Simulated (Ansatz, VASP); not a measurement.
## Cross-check of BP between VASP and Ansatz

Wanted: the spread between two codes on one cell, functional and k mesh. The cell is taken from a series of runs on this material, whose earlier steps may have relaxed, scaled, displaced or heated it; both programs get it as it stands.

Program: Ansatz 0.2.0. Level of theory: plane waves, with VASP 6.6.1 beside it; zone-centre phonons at LDA. Results are calculated unless marked as measured.

**1. The structure**

It takes space group F-43m (No. 216, cubic). The conventional cell has a = 4.491 Å, b = 4.491 Å, c = 4.491 Å, α = 90.00°, β = 90.00°, γ = 90.00°. Nearest to B lie 4 P at 1.94 Å. Nearest to P lie 4 B at 1.94 Å. Farther neighbours are not listed.

Structure file:

```
B P
1.0
     0.00000    2.24529    2.24529
     2.24529    0.00000    2.24529
     2.24529    2.24529    0.00000
B P
1 1
Cartesian
  0.0000 0.0000 0.0000
  3.3679 3.3679 3.3679
```

**2. VASP: zone-centre phonons, LDA**

Second derivatives magnify differences that forces hide, and they need a tight electronic threshold.

Lines of VASP's logs that name or quote its potential files are left out, and so is its time.

File INCAR:

```
SYSTEM = BP
PREC = Accurate
ENCUT = 500
EDIFF = 1E-08
NELM = 120
ISMEAR = -1
SIGMA = 0.03
LREAL = .FALSE.
ALGO = Normal
GGA = CA
NELECT = 7.997736
NBANDS = 9
LORBIT = 11
LWAVE = .FALSE.
LCHARG = .FALSE.
ISIF = 2
IBRION = 8
LASPH = .TRUE.
GGA_COMPAT = .FALSE.
KPAR = 2
```

File POSCAR:

```
BP
1.0
    0.0000000000      2.2452912038      2.2452912038
    2.2452912038      0.0000000000      2.2452912038
    2.2452912038      2.2452912038      0.0000000000
B P
1 1
Direct
    0.0000000000      0.0000000000      0.0000000000
    0.7500000000      0.7500000000      0.7500000000
```

File KPOINTS:

```
Automatic mesh
0
Gamma
36 36 36
0 0 0
```

PAW data sets: B and P (LDA family, release 64).

The run is started by

```console
$ mpirun -np 2 vasp_std
```

Numbers of over 12 decimals in the logs are rounded to 6 here.

The program printed:

```text
[banner, memory and clock lines left out]
running    2 mpi-ranks, on    1 nodes
 distrk:  each k-point on    1 cores,    2 groups
 distr:  one band on    1 cores,    1 groups

 POSCAR found type information on POSCAR B P
 POSCAR found :  2 types and       2 ions
 LDA part: xc-table for (Slater(with rela. corr.)+CA(PZ))
 , standard interpolation
 POSCAR, INCAR and KPOINTS ok, starting setup
 FFT: planning ... GRIDC
 FFT: planning ... GRID_SOFT
 FFT: planning ... GRID
 WAVECAR not read
 entering main loop
       N       E                     dE             d eps       ncg     rms          rms(c)
DAV:   1     0.757336629958E+01    0.75734E+01   -0.34121E+03 22376   0.668E+02
DAV:   2    -0.148748529028E+02   -0.22448E+02   -0.21322E+02 33165   0.112E+02
DAV:   3    -0.153125006628E+02   -0.43765E+00   -0.43675E+00 26617   0.161E+01
DAV:   4    -0.153141983947E+02   -0.16977E-02   -0.16975E-02 32126   0.107E+00
DAV:   5    -0.153142018906E+02   -0.34959E-05   -0.34958E-05 26124   0.374E-02BRMIX: very serious problems
 the old and the new charge density differ
 old charge density:     8.00000 new    7.99774
BRMIX: very serious problems
 the old and the new charge density differ
 old charge density:     8.00000 new    7.99774
    0.768E+00
DAV:   6    -0.145522573104E+02    0.76194E+00   -0.18452E+00 24307   0.694E+00    0.409E+00
DAV:   7    -0.144301028432E+02    0.12215E+00   -0.31049E-01 31881   0.321E+00    0.128E+00
DAV:   8    -0.144170162135E+02    0.13087E-01   -0.35633E-02 25633   0.112E+00    0.254E-01
DAV:   9    -0.144170306555E+02   -0.14442E-04   -0.71106E-04 29245   0.217E-01    0.161E-01
DAV:  10    -0.144170259592E+02    0.46963E-05   -0.13593E-04 24600   0.762E-02    0.308E-02
DAV:  11    -0.144170280222E+02   -0.20629E-05   -0.62284E-06 33147   0.151E-02    0.364E-02
DAV:  12    -0.144170276895E+02    0.33273E-06   -0.19795E-06 25577   0.688E-03    0.803E-03
DAV:  13    -0.144170276962E+02   -0.66941E-08   -0.48794E-08 27544   0.176E-03
   1 F= -.14417028E+02 E0= -.14416962E+02  d E =-.132308E-03
 Linear response reoptimize wavefunctions to high precision
DAV:   1    -0.144170276943E+02    0.18144E-08   -0.95694E-09 25303   0.501E-04
DAV:   2    -0.144170276944E+02   -0.15120E-10   -0.18257E-10 12980   0.125E-04
 Linear response DOF=           2
 Linear response progress:
  Degree of freedom:   1/  2
       N       E                     dE             d eps       ncg     rms          rms(c)
RMM:   1    -0.465276434088E-01   -0.46528E-01   -0.78708E-03281322   0.128E+00
RMM:   2    -0.428532133505E-01    0.36744E-02   -0.11364E-03181874   0.270E-01    0.159E-01
RMM:   3    -0.428033628494E-01    0.49851E-04   -0.29147E-04186894   0.113E-01    0.829E-02
RMM:   4    -0.432561689411E-01   -0.45281E-03   -0.28250E-04180273   0.106E-01    0.975E-03
RMM:   5    -0.432265749224E-01    0.29594E-04   -0.17212E-06194120   0.139E-02    0.125E-03
RMM:   6    -0.432310564153E-01   -0.44815E-05   -0.11633E-07192569   0.188E-03    0.543E-04
RMM:   7    -0.432294598264E-01    0.15966E-05   -0.46623E-08197396   0.444E-04    0.104E-04
RMM:   8    -0.432298809248E-01   -0.42110E-06   -0.27527E-08199899   0.925E-05    0.139E-05
RMM:   9    -0.432298712698E-01    0.96550E-08   -0.36671E-08209349   0.246E-05    0.293E-06
 first order change of Fermi-energy   0.61028E-04
 force on displaced ion       1 direction 1 : -18.497  -0.000  -0.000
 Linear response progress:
  Degree of freedom:   2/  2
       N       E                     dE             d eps       ncg     rms          rms(c)
RMM:   1    -0.438009038367E-01   -0.43801E-01    0.44883E-04268858   0.159E+00
RMM:   2    -0.410164955640E-01    0.27844E-02   -0.10449E-03180896   0.248E-01    0.155E-01
RMM:   3    -0.410587393016E-01   -0.42244E-04   -0.49226E-05190120   0.464E-02    0.877E-02
RMM:   4    -0.413925788883E-01   -0.33384E-03   -0.41098E-05185654   0.450E-02    0.862E-03
RMM:   5    -0.413550532541E-01    0.37526E-04   -0.28294E-06196335   0.850E-03    0.403E-03
RMM:   6    -0.413509794853E-01    0.40738E-05    0.23893E-08195440   0.112E-03    0.277E-03
RMM:   7    -0.413514146380E-01   -0.43515E-06    0.14046E-07197198   0.564E-04    0.163E-04
RMM:   8    -0.413505409600E-01    0.87368E-06    0.91298E-08200384   0.134E-04    0.869E-05
RMM:   9    -0.413503464352E-01    0.19452E-06    0.94447E-08206615   0.433E-05    0.552E-06
RMM:  10    -0.413503585865E-01   -0.12151E-07    0.70339E-08205615   0.120E-05    0.804E-06
RMM:  11    -0.413503479983E-01    0.10588E-07    0.64384E-08192702   0.919E-06    0.496E-07
RMM:  12    -0.413503475999E-01    0.39839E-09    0.59268E-08135533   0.758E-06    0.252E-07
 first order change of Fermi-energy   0.27370E-04
 force on displaced ion       2 direction 1 : -18.499  -0.000  -0.000
 Linear response finished
```

From OUTCAR (step 2):

```text
NELECT = 7.997736

 ion  position               nearest neighbor table
   1  0.000  0.000  0.000-   2 1.94   2 1.94   2 1.94   2 1.94
   2  0.750  0.750  0.750-   1 1.94   1 1.94   1 1.94   1 1.94

  LATTYP: Found a face centered cubic cell.
 ALAT       =     4.4905824076

 Subroutine GETGRP returns: Found 24 space group operations
 (whereof 24 operations were pure point group operations)

The static configuration has the point symmetry T_d .

 Found   1240 irreducible k-points:

   k-points           NKPTS =   1240   k-points in BZ     NKDIM =   1240   number of bands    NBANDS=      9

   dimension x,y,z NGX =    24 NGY =   24 NGZ =   24
   dimension x,y,z NGXF=    48 NGYF=   48 NGZF=   48

   ENCUT  =  500.0 eV  36.75 Ry    6.06 a.u.   5.79  5.79  5.79*2*pi/ulx,y,z

 k-points in reciprocal lattice and weights: Automatic mesh
   0.00000000  0.00000000  0.00000000       0.000
   0.02777778  0.00000000  0.00000000       0.000
   0.05555556  0.00000000  0.00000000       0.000
   0.08333333  0.00000000  0.00000000       0.000
   0.11111111  0.00000000  0.00000000       0.000
   0.13888889  0.00000000  0.00000000       0.000
   0.16666667  0.00000000  0.00000000       0.000
   0.19444444  0.00000000  0.00000000       0.000
   0.22222222  0.00000000  0.00000000       0.000
[...]
-0.27777778  0.50000000  0.22222222       0.000
  -0.25000000  0.50000000  0.25000000       0.000

 average (electrostatic) potential at core
       1 -29.5538       2 -81.9035

  Total       -0.0446552     -0.0446552     -0.0446552      0.0000000     -0.0000000      0.0000000
  in kB       -3.1603440     -3.1603440     -3.1603440      0.0000000     -0.0000000      0.0000000
  external PRESSURE =      -3.1603440 kB  Pullay stress =       0.0000000 kB

  energy-cutoff  :      500.00
  volume of cell :       22.64
      direct lattice vectors                 reciprocal lattice vectors
     0.000000000  2.245291204  2.245291204    -0.222688264  0.222688264  0.222688264
     2.245291204  0.000000000  2.245291204     0.222688264 -0.222688264  0.222688264
     2.245291204  2.245291204  0.000000000     0.222688264  0.222688264 -0.222688264

 POSITION                                       TOTAL-FORCE (eV/Angst)
 -----------------------------------------------------------------------------------
      0.00000      0.00000      0.00000        -0.000000     -0.000000     -0.000000
      3.36794      3.36794      3.36794         0.000000      0.000000      0.000000
 -----------------------------------------------------------------------------------
    total drift:                               -0.000000     -0.000000     -0.000000

 Eigenvectors and eigenvalues of the dynamical matrix
 ----------------------------------------------------

   1 f  =   23.751101 THz   149.232571 2PiTHz  792.251461 cm-1    98.226618 meV
             X         Y         Z           dx          dy          dz
      0.000000  0.000000  0.000000     0.000000    0.860961    0.000000
      3.367937  3.367937  3.367937     0.000000   -0.508671    0.000000

   2 f  =   23.751101 THz   149.232571 2PiTHz  792.251461 cm-1    98.226618 meV
             X         Y         Z           dx          dy          dz
      0.000000  0.000000  0.000000     0.860961    0.000000    0.000000
      3.367937  3.367937  3.367937    -0.508671    0.000000    0.000000

   3 f  =   23.751101 THz   149.232571 2PiTHz  792.251461 cm-1    98.226618 meV
             X         Y         Z           dx          dy          dz
      0.000000  0.000000  0.000000     0.000000    0.000000    0.860961
      3.367937  3.367937  3.367937     0.000000    0.000000   -0.508671

   4 f/i=    0.000461 THz     0.002899 2PiTHz    0.015389 cm-1     0.001908 meV
             X         Y         Z           dx          dy          dz
      0.000000  0.000000  0.000000    -0.508671    0.000000    0.000000
      3.367937  3.367937  3.367937    -0.860961    0.000000    0.000000

   5 f/i=    0.000461 THz     0.002899 2PiTHz    0.015389 cm-1     0.001908 meV
             X         Y         Z           dx          dy          dz
      0.000000  0.000000  0.000000     0.000000   -0.508671    0.000000
      3.367937  3.367937  3.367937     0.000000   -0.860961    0.000000

   6 f/i=    0.000461 THz     0.002899 2PiTHz    0.015389 cm-1     0.001908 meV
             X         Y         Z           dx          dy          dz
      0.000000  0.000000  0.000000     0.000000    0.000000   -0.508671
      3.367937  3.367937  3.367937     0.000000    0.000000   -0.860961

 ELASTIC MODULI CONTR FROM IONIC RELAXATION (kBar)
 Direction    XX          YY          ZZ          XY          YZ          ZX
 --------------------------------------------------------------------------------
 XX          -0.0000      0.0000      0.0000     -0.0000      0.0000     -0.0000
 YY           0.0000     -0.0000     -0.0000     -0.0000     -0.0000     -0.0000
 ZZ           0.0000     -0.0000     -0.0000      0.0000     -0.0000     -0.0000
 XY          -0.0000     -0.0000      0.0000   -246.7051      0.0000     -0.0000
 YZ           0.0000     -0.0000     -0.0000      0.0000   -246.7051      0.0000
 ZX          -0.0000     -0.0000     -0.0000     -0.0000      0.0000   -246.7051
 --------------------------------------------------------------------------------
```

The cell is charged against a uniform background.

**3. Ansatz: zone-centre phonons, LDA**

Ansatz runs on its PAW soft_1 files.

The same cell, functional (in two slightly different forms), mesh and smearing now go to Ansatz, which takes its cutoff from its data sets.

File input.yaml:

```yaml
crystal:
  lattice:
    - [0.0, 2.2452912038, 2.2452912038]
    - [2.2452912038, 0.0, 2.2452912038]
    - [2.2452912038, 2.2452912038, 0.0]
  atoms:
    - { symbol: B, position: [0.0, 0.0, 0.0] }
    - { symbol: P, position: [0.75, 0.75, 0.75] }
total_charge: 0.002264
kpoints:
  mp_grid: { grid: [36, 36, 36] }
hamiltonian:
  xc: lda
  pseudopotentials: { kind: paw, azcp: { folder: soft_1 }, xc_functional: pbe }
scf:
  occupations: { method: fermi_dirac, width: 0.03 }
output:
  eigenvalues: true
phonons:
  method: dfpt
```

The run is started by

```console
$ ansatz run input.yaml --threads 4 --pin off --max-ram 16384MiB --backend cpu --events-out ev --progress --plain --runs-dir out
```

The program printed:

```text
zone centre: on kpoints.mp_grid the ground state, and the responses unless they are solved on pairs of k-points, stand on 3349 of the mesh's 46656 k-points, reduced under 8 symmetry operations, with k and −k counted as one. Each operation leaves every solved displacement unchanged or reverses it
Engine: ansatz 0.2.0, aarch64-unknown-linux-gnu
Pseudopotentials: kind: paw
Pseudopotential: B, paw, valence charge 3, recommended cutoff 420 eV (normal), soft_1/B.paw.azcp
Pseudopotential: P, paw, valence charge 5, recommended cutoff 420 eV (normal), soft_1/P.paw.azcp
Functional definition: SPW92
  exchange = slater_x
  correlation = pw_c
Crystal: 2 atoms, lattice volume = 22.639 Å³
Basis set: ecut = 420 eV, 459 PW (Γ), exchange–correlation on 48×48×48 points (8 copies of the dense FFT grid, shifted against one another)
Bands: 8, of which v1, the nominal top of the filled ones, is band 4 counted from 1 (3 counted from 0)
Symmetry: 24 space group operations
k-points: 3349 of 46656 (irreducible under 8 space group operations, time reversal used)
Non-local potential: B, projectors of the file, l = 0: 2, l = 1: 2, l = 2: 1
Non-local potential: P, projectors of the file, l = 0: 2, l = 1: 2, l = 2: 1
PAW form: soft (Blöchl's): semilocal exchange-correlation on the pseudo side does not see the compensation charge
PAW frozen core: B, regenerated for the run's functional, and the local potential with it (the file was generated under x = pbe(κ = 0.804, μ = 0.219515), c = pbe(β = 0.066725))
PAW frozen core: P, regenerated for the run's functional, and the local potential with it (the file was generated under x = pbe(κ = 0.804, μ = 0.219515), c = pbe(β = 0.066725))
PAW one-centre angular grid: B, 110 points (default); XC on 64 Gauss nodes
PAW one-centre angular grid: P, 110 points (default); XC on 64 Gauss nodes
Initial density: superposition of atomic densities (chi_scale 0.1, normalization cell, long waves kept (reshape's long-wave potential 0.00 eV rms))
Initial wavefunctions: pseudopotential atomic-orbital guess
Functional: x = slater, c = lda
SCF iter   1: F=—  HF=-877.504405 eV  |F-HF|=—  |Δ(HF+E_count)|=         —  Δρ=9.62e-2  dr2=2.35e0  ethr=3.10e-3  ⟨swp⟩=6.3  Hψ=258843  notcnv=0
preconditioner: auto → none  [metal: Δε(μ)=0.032 eV  Ē_g=13.132 eV  σ=0.030 eV  W_gap=0.26  n_scr=0 (ndim 8)  ℏωp=22.1 eV  f_vac=0.000  D(μ)=0.05/eV (n_scr^D=0)]
SCF iter   2: F=—  HF=-876.715905 eV  |F-HF|=—  |Δ(HF+E_count)|=   7.88e-1  Δρ=3.00e-2  dr2=1.56e-1  ethr=3.10e-3  ⟨swp⟩=3.0  Hψ=82434  notcnv=0
SCF iter   3: F=—  HF=-876.664344 eV  |F-HF|=—  |Δ(HF+E_count)|=   5.16e-2  Δρ=1.13e-2  dr2=1.81e-2  ethr=1.95e-3  ⟨swp⟩=3.0  Hψ=53587  notcnv=0
SCF iter   4: F=—  HF=-876.658940 eV  |F-HF|=—  |Δ(HF+E_count)|=   5.40e-3  Δρ=1.58e-3  dr2=2.63e-4  ethr=2.27e-4  ⟨swp⟩=3.0  Hψ=53572  notcnv=0
SCF iter   5: F=—  HF=-876.658885 eV  |F-HF|=—  |Δ(HF+E_count)|=   5.51e-5  Δρ=6.02e-5  dr2=3.02e-7  ethr=3.29e-6  ⟨swp⟩=2.1  Hψ=35223  notcnv=0
SCF iter   6: F=—  HF=-876.658885 eV  |F-HF|=—  |Δ(HF+E_count)|=   2.62e-7  Δρ=1.19e-5  dr2=1.48e-8  ethr=3.78e-9  ⟨swp⟩=2.3  Hψ=40055  notcnv=0
SCF iter   7: F=—  HF=-876.658885 eV  |F-HF|=—  |Δ(HF+E_count)|=   2.21e-9  Δρ=5.58e-7  dr2=9.22e-11  ethr=1.85e-10  ⟨swp⟩=2.0  Hψ=40141  notcnv=0
SCF iter   8: F=-876.658885 eV  HF=-876.658885 eV  |F-HF|=2.27e-13  |Δ(HF+E_count)|=  3.89e-11  Δρ=1.52e-8  dr2=5.64e-14  ethr=1.00e-12  ⟨swp⟩=7.1  Hψ=159782  notcnv=0
SCF 1 converged in 8 iterations: F = -876.658885 eV  dr2 = 5.64e-14
  greatest PAW one-centre occupation: 0.763 electrons in one spin orbital (limit 2), on the P atom at site 1 (counted from 0), in its partial waves of l = 0
DFPT response loops at Γ: preconditioner auto → Kerker (q_TF=auto, 2.294 Å⁻¹) (partly filled bands, converged f_vac=0.000); β = 1.00, the filter's whole step (`scf.mixing.beta` (0.50) is not read by the response loops under this deck's `scf.mixing.preconditioner`; to damp them name `kerker` or `kerker_dos`, under which they read `scf.mixing.beta`, and type it under 1.00, their step now; both keys bind the ground state too); Broyden in place of MSR1
SCF converged after 8 iterations
Free energy (F): -876.658885 eV
Harris-Foulkes:  -876.658885 eV  (|F-HF|=2.27e-13)
Internal energy: -876.658753 eV  (E = F + TS)
E sigma→0 (E₀):  -876.658819 eV
Entropy (-TS):   -0.000132 eV (-0.066 meV/atom)
Fermi energy:    9.420419 eV
--- Per-component energies (eV) ---
  E_band       = 23.034153
  E_kinetic    = 122.362828
  E_local      = -61.148097  (includes V_loc(G=0)·N_el)
  E_nonlocal   = 41.762076
  E_hartree    = 16.677246
  E_xc         = -106.544419
  E_vxc        = -101.984794  (∫ρ·V_xc dr)
  E_paw        = -601.425462  (= ΣΔE_a)
  E_vpaw       = -11.312360  (= ΣTr[D̂ρ^β])
  E_aug_tail   = 0.000009  (compensation charges beyond the density's cutoff)
  E_ewald      = -288.506120
  E_core_change = 0.163186  (= ΣΔE_core)
  E_smearing   = -0.000132  (= −TS)
  E_closure    = -0.000000  (closes the sum)
  E_deformation_potential = 0.037919  (in the stress; not in F)
  Σ components = -876.658885   (vs F -876.658885, Δ=0.00e0)
--- Band table (eV; the first three rows and the last of 3349) ---
  k-point 0: bands = ["-6.2087", "9.4650", "9.4650", "9.4650", "12.8917", "12.8917", "12.8917", "17.2912"]
  k-point 1: bands = ["-6.1944", "9.3386", "9.4383", "9.4383", "12.9285", "12.9285", "12.9496", "17.3302"]
  k-point 2: bands = ["-6.1516", "8.9932", "9.3620", "9.3620", "13.0336", "13.0336", "13.0910", "17.4452"]
  k-point 3348: bands = ["-0.9114", "1.4019", "3.5977", "3.7955", "14.6937", "16.1936", "16.8081", "17.0873"]
--- Phonons (Γ-DFPT): 2 representative perturbations + reference, on 3349 of 46656 k-points (Σ response iterations 5) ---
  k mesh reduced under 8 symmetry operations, with k and −k counted as one. Each operation leaves every solved displacement unchanged or reverses it
  ASR residual: 8.874e-6 → 0.000e0 eV/Å²; symmetrization residual: 7.306e-8 eV/Å²
  ASR residual per site (eV/Å²): 8.87e-6 6.61e-6
  Γ frequencies (cm⁻¹): 0.00 0.00 0.00 792.38 792.38 792.38
  non-analytic LO–TO correction: not included (Born effective charges unavailable; polar crystals: no LO–TO splitting at Γ)
```

**4. Comparison**

Known differences besides the potentials themselves: the two LDA forms differ slightly; the cutoff is 420 eV in Ansatz and 500 eV in VASP; VASP's log shows a relativistic correction to its local exchange, Ansatz's none. Total energies have different zeros and are not compared.

Compared:

| quantity | Ansatz | VASP | difference |
| --- | --- | --- | --- |
| optical mode 1 to 3 (cm⁻¹) | 792.4 | 792.3 | +0.02 % |

Modes are paired by rising frequency, not by their patterns, so a pair may set unlike modes beside each other; they are those without the splitting of longitudinal modes. The cell carries a charge of +0.002264 e against a uniform background, so its pressure also hangs on how the neutralising background is counted, and in a defect's cell a gap may be the spacing between its levels.

**5. Results**

| Property | Result |
| --- | --- |
| r.m.s. difference of the optical zone-centre modes, each program's sorted by frequency (zone-centre phonons, LDA) | 0.13 cm⁻¹ |

What this shows: The r.m.s. difference of the optical zone-centre modes, each program's sorted by frequency is 0.13 cm⁻¹ (zone-centre phonons, LDA). How closely two codes agree says nothing of how well the functional describes the real material.

[Lines on the potential files, build, host, timing and source positions are cut from VASP's logs without a mark.]

[Logs are printed without paths, hosts, clocks, repeated set-up lines and the standing remarks that a program may print on its own settings, such as how far it seeks lower states.]

[Hosts, paths, dates, database ids (printed as entryN), source tags and the programs' standing remarks are cut or masked in the printed files.]
